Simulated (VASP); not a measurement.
```
CELL_PARAMETERS angstrom
      1.35960    -2.35489     0.00000
      1.35960     2.35489     0.00000
      0.00000     0.00000     4.28559
ATOMIC_POSITIONS crystal
  Ru 0.33333 0.66667 0.25000
  Ru 0.66667 0.33333 0.75000
```

These are PBE GGA, VASP's PBE PAW potentials (set 64) (plane waves; VASP 6.6.1) values and carry that method's errors. Run with 480 eV cut-off, 14×14×8 Γ-centred mesh, first-order Methfessel-Paxton smearing of 0.10 eV, potentials Ru_pv.

Energy and stress use the plane-wave basis of the starting cell.

Task: The ions, cell shape and volume at an external pressure of 30.0 GPa are relaxed. Give the cell that the relaxation ends in.

Result: 
```
CELL_PARAMETERS angstrom
      1.32416    -2.29352     0.00000
      1.32416     2.29352     0.00000
      0.00000     0.00000     4.18779
ATOMIC_POSITIONS crystal
  Ru 0.33333 0.66667 0.25000
  Ru 0.66667 0.33333 0.75000
```
Space group P6_3/mmc (194), at a tolerance of 0.03 Å.

Task: How do energy and volume change from the first to the last step?

Result: The energy (σ→0) changes by +90.6 meV/atom and the volume by -7.3 %, in 10 ionic steps.

The compound is Ru in the hcp structure. This run relaxes it under an external pressure of 30 GPa. Symmetry was kept, so distortions that lower it aren't found.
